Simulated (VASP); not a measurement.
Method: SCAN meta-GGA, VASP's PBE PAW potentials (set 64) (plane waves; VASP 6.6.1).

A VASP calculation is set up with these files.

### INCAR
```
SYSTEM=SrVO3
PREC=Accurate; ENCUT=520; LREAL=.False.
LASPH=.True.
EDIFF=1E-6; NELM=100; ALGO=Normal
LMAXMIX=4; LMIXTAU=.True.
ISMEAR=1; SIGMA=0.1
METAGGA=SCAN
IBRION=2; NSW=60; ISIF=3
EDIFFG=-0.02
LWAVE=.False.; LCHARG=.False.
```

**KPOINTS**
```
kpoints
0
gamma
  7 7 7
```

POSCAR:
```
SrVO3
1.0
  3.8155536819   0.0000000000   0.0000000000
  0.0000000000   3.8155536819   0.0000000000
  0.0000000000   0.0000000000   3.8155536819
Sr V O
1 1 3
direct
  0.0000000000   0.0000000000   0.0000000000
  0.5000000000   0.5000000000   0.5000000000
  0.5000000000   0.0000000000   0.5000000000
  0.0000000000   0.5000000000   0.5000000000
  0.5000000000   0.5000000000   0.0000000000
```

POTCAR, in this order: Sr_sv V_sv O (PBE.64 set). Program: vasp_std.

The resulting files:

### OSZICAR
```
       N       E                     dE             d eps       ncg     rms          rms(c)
DAV:   1     0.421634678751E+03    0.42163E+03   -0.24539E+04   960   0.182E+03
DAV:   2    -0.713080639062E+02   -0.49294E+03   -0.48898E+03  1248   0.504E+02
DAV:   3    -0.964975518297E+02   -0.25189E+02   -0.25121E+02   992   0.129E+02
DAV:   4    -0.974562429020E+02   -0.95869E+00   -0.95720E+00  1744   0.205E+01
DAV:   5    -0.974696121258E+02   -0.13369E-01   -0.70213E-02  1112   0.145E+00    0.430E+01
DAV:   6    -0.729464348033E+02    0.24523E+02   -0.81085E+01  1352   0.779E+01    0.171E+01
DAV:   7    -0.738389834219E+02   -0.89255E+00   -0.17810E+01  1040   0.409E+01    0.146E+01
DAV:   8    -0.740806422367E+02   -0.24166E+00   -0.45592E+00  1144   0.187E+01    0.369E+00
DAV:   9    -0.731536806989E+02    0.92696E+00   -0.18614E+00  1288   0.118E+01    0.189E+00
DAV:  10    -0.737393371600E+02   -0.58566E+00   -0.23406E-01  1184   0.491E+00    0.677E-01
DAV:  11    -0.737390849460E+02    0.25221E-03   -0.19382E-02  1416   0.104E+00    0.467E-01
DAV:  12    -0.737329973268E+02    0.60876E-02   -0.40327E-02  1192   0.170E+00    0.314E-01
DAV:  13    -0.737403999699E+02   -0.74026E-02   -0.73151E-03  1424   0.861E-01    0.235E-01
DAV:  14    -0.737414560694E+02   -0.10561E-02   -0.15197E-03  1384   0.402E-01    0.182E-01
DAV:  15    -0.737390475285E+02    0.24085E-02   -0.22290E-03   984   0.521E-01    0.970E-02
DAV:  16    -0.737416469296E+02   -0.25994E-02   -0.19315E-03  1120   0.479E-01    0.417E-02
DAV:  17    -0.737416127044E+02    0.34225E-04   -0.14476E-04  1408   0.971E-02    0.258E-02
DAV:  18    -0.737416174817E+02   -0.47773E-05   -0.14820E-05  1168   0.396E-02    0.303E-02
DAV:  19    -0.737416208284E+02   -0.33467E-05   -0.21147E-05  1408   0.394E-02    0.876E-03
DAV:  20    -0.737416329242E+02   -0.12096E-04   -0.55773E-06   888   0.231E-02    0.561E-03
DAV:  21    -0.737416346007E+02   -0.16764E-05   -0.52131E-07   568   0.845E-03    0.587E-03
DAV:  22    -0.737416333000E+02    0.13007E-05   -0.91562E-07   696   0.861E-03    0.103E-03
DAV:  23    -0.737416335812E+02   -0.28121E-06   -0.16140E-07   552   0.335E-03
   1 F= -.73741634E+02 E0= -.73740631E+02  d E =-.737416E+02
       N       E                     dE             d eps       ncg     rms          rms(c)
DAV:   1    -0.739433909061E+02   -0.20176E+00   -0.52610E+00   976   0.245E+01    0.499E+00
DAV:   2    -0.737669872650E+02    0.17640E+00   -0.78266E-01  1000   0.922E+00    0.138E+00
DAV:   3    -0.737475358819E+02    0.19451E-01   -0.22402E-01  1024   0.369E+00    0.104E+00
DAV:   4    -0.737372171522E+02    0.10319E-01   -0.34765E-02  1032   0.193E+00    0.360E-01
DAV:   5    -0.737363594174E+02    0.85773E-03   -0.64490E-03  1200   0.653E-01    0.389E-01
DAV:   6    -0.737311432537E+02    0.52162E-02   -0.85863E-03   976   0.908E-01    0.330E-01
DAV:   7    -0.737366873379E+02   -0.55441E-02   -0.75412E-03   984   0.958E-01    0.155E-01
DAV:   8    -0.737304280551E+02    0.62593E-02   -0.77367E-03   960   0.982E-01    0.135E-01
DAV:   9    -0.737382799561E+02   -0.78519E-02   -0.35053E-03   960   0.625E-01    0.584E-02
DAV:  10    -0.737382369563E+02    0.43000E-04   -0.23689E-04  1552   0.132E-01    0.281E-02
DAV:  11    -0.737382616776E+02   -0.24721E-04   -0.75007E-05  1008   0.926E-02    0.145E-02
DAV:  12    -0.737382771712E+02   -0.15494E-04   -0.11584E-05  1296   0.332E-02    0.117E-02
DAV:  13    -0.737382751299E+02    0.20413E-05   -0.64649E-06   992   0.280E-02    0.588E-03
DAV:  14    -0.737382739036E+02    0.12263E-05   -0.42072E-07   512   0.711E-03    0.188E-03
DAV:  15    -0.737382760346E+02   -0.21310E-05   -0.12769E-07   504   0.293E-03    0.994E-04
DAV:  16    -0.737382756320E+02    0.40264E-06   -0.35721E-08   504   0.166E-03
   2 F= -.73738276E+02 E0= -.73737239E+02  d E =0.335795E-02
       N       E                     dE             d eps       ncg     rms          rms(c)
DAV:   1    -0.738190433673E+02   -0.80767E-01   -0.19325E+00   976   0.147E+01    0.309E+00
DAV:   2    -0.737549715614E+02    0.64072E-01   -0.25135E-01  1016   0.521E+00    0.762E-01
DAV:   3    -0.737492633837E+02    0.57082E-02   -0.66784E-02   992   0.195E+00    0.584E-01
DAV:   4    -0.737462659570E+02    0.29974E-02   -0.11603E-02  1168   0.112E+00    0.204E-01
DAV:   5    -0.737454363391E+02    0.82962E-03   -0.22431E-03  1256   0.381E-01    0.167E-01
DAV:   6    -0.737448211248E+02    0.61521E-03   -0.12749E-03   992   0.349E-01    0.109E-01
DAV:   7    -0.737442443506E+02    0.57677E-03   -0.16172E-03  1192   0.426E-01    0.698E-02
DAV:   8    -0.737450415774E+02   -0.79723E-03   -0.83801E-04   960   0.330E-01    0.520E-02
DAV:   9    -0.737451378207E+02   -0.96243E-04   -0.34064E-05  1088   0.643E-02    0.414E-02
DAV:  10    -0.737449941500E+02    0.14367E-03   -0.33362E-05   976   0.626E-02    0.302E-02
DAV:  11    -0.737452277767E+02   -0.23363E-03   -0.11002E-04  1072   0.998E-02    0.717E-03
DAV:  12    -0.737452310467E+02   -0.32700E-05   -0.10812E-05  1408   0.303E-02    0.599E-03
DAV:  13    -0.737452316404E+02   -0.59373E-06   -0.44910E-07   544   0.775E-03
   3 F= -.73745232E+02 E0= -.73744215E+02  d E =-.359806E-02
       N       E                     dE             d eps       ncg     rms          rms(c)
DAV:   1    -0.737471489324E+02   -0.19179E-02   -0.44629E-02   976   0.225E+00    0.465E-01
DAV:   2    -0.737452429113E+02    0.19060E-02   -0.60356E-03  1000   0.812E-01    0.120E-01
DAV:   3    -0.737451429951E+02    0.99916E-04   -0.16534E-03  1008   0.313E-01    0.916E-02
DAV:   4    -0.737450264937E+02    0.11650E-03   -0.28013E-04  1072   0.175E-01    0.324E-02
DAV:   5    -0.737450638684E+02   -0.37375E-04   -0.53748E-05  1232   0.591E-02    0.314E-02
DAV:   6    -0.737450680535E+02   -0.41852E-05   -0.48452E-05  1016   0.684E-02    0.245E-02
DAV:   7    -0.737451400625E+02   -0.72009E-04   -0.49213E-05  1152   0.755E-02    0.135E-02
DAV:   8    -0.737451159441E+02    0.24118E-04   -0.50983E-05   968   0.807E-02    0.122E-02
DAV:   9    -0.737451603129E+02   -0.44369E-04   -0.13944E-05   992   0.397E-02    0.592E-03
DAV:  10    -0.737451577849E+02    0.25280E-05   -0.13964E-06   584   0.115E-02    0.338E-03
DAV:  11    -0.737451568780E+02    0.90689E-06   -0.10459E-06   536   0.105E-02
   4 F= -.73745157E+02 E0= -.73744137E+02  d E =-.352330E-02
```

File OUTCAR:
```
------------------------ aborting loop because EDIFF is reached ----------------------------------------
  FORCE on cell =-STRESS in cart. coord.  units (eV):
  Direction    XX          YY          ZZ          XY          YZ          ZX
  --------------------------------------------------------------------------------------
  Total        0.0072149      0.0072149      0.0072149      0.0000000      0.0000000      0.0000000
  in kB        0.2056643      0.2056643      0.2056643      0.0000000      0.0000000      0.0000000
  external PRESSURE =       0.2056643 kB  Pullay stress =       0.0000000 kB
  volume of cell :       56.21
      direct lattice vectors                 reciprocal lattice vectors
     3.830553108  0.000000000  0.000000000     0.261058905 -0.000000000 -0.000000000
     0.000000000  3.830553108 -0.000000000     0.000000000  0.261058905 -0.000000000
     0.000000000  0.000000000  3.830553108    -0.000000000  0.000000000  0.261058905
 POSITION                                       TOTAL-FORCE (eV/Angst)
 -----------------------------------------------------------------------------------
      0.00000      0.00000      0.00000        -0.000000     -0.000000      0.000000
      1.91528      1.91528      1.91528         0.000000      0.000000      0.000000
      1.91528      0.00000      1.91528        -0.000000     -0.000000      0.000000
      0.00000      1.91528      1.91528         0.000000     -0.000000      0.000000
      1.91528      1.91528     -0.00000        -0.000000     -0.000000      0.000000
 -----------------------------------------------------------------------------------
    total drift:                                0.000000      0.000000      0.000000
  FREE ENERGIE OF THE ION-ELECTRON SYSTEM (eV)
  ---------------------------------------------------
  free  energy   TOTEN  =       -73.7451568780 eV

  energy  without entropy=      -73.7420974209  energy(sigma->0) =      -73.74413706

 reached required accuracy - stopping structural energy minimisation
```
(Selected blocks of OUTCAR.)

File CONTCAR:
```
SrVO3
   1.00000000000000
     3.8305531077055970    0.0000000000000000    0.0000000000000000
     0.0000000000000000    3.8305531077055970   -0.0000000000000000
     0.0000000000000000    0.0000000000000000    3.8305531077055970
  Sr              V               O
     1     1     3
Direct
     0.0000000000000000    0.0000000000000000    0.0000000000000000
     0.5000000000000000    0.5000000000000000    0.5000000000000000
     0.5000000000000000    0.0000000000000000    0.5000000000000000
     0.0000000000000000    0.5000000000000000    0.5000000000000000
     0.5000000000000000    0.5000000000000000    0.0000000000000000
```

The compound is SrVO3 in the cubic perovskite structure. This run relaxes it. Symmetry was kept, so distortions that lower it aren't found. The start is the result of an earlier pass. The run is not spin-polarised, so no magnetic state was tried. The electron count is odd and the run is not spin-polarised, which forces a metal.
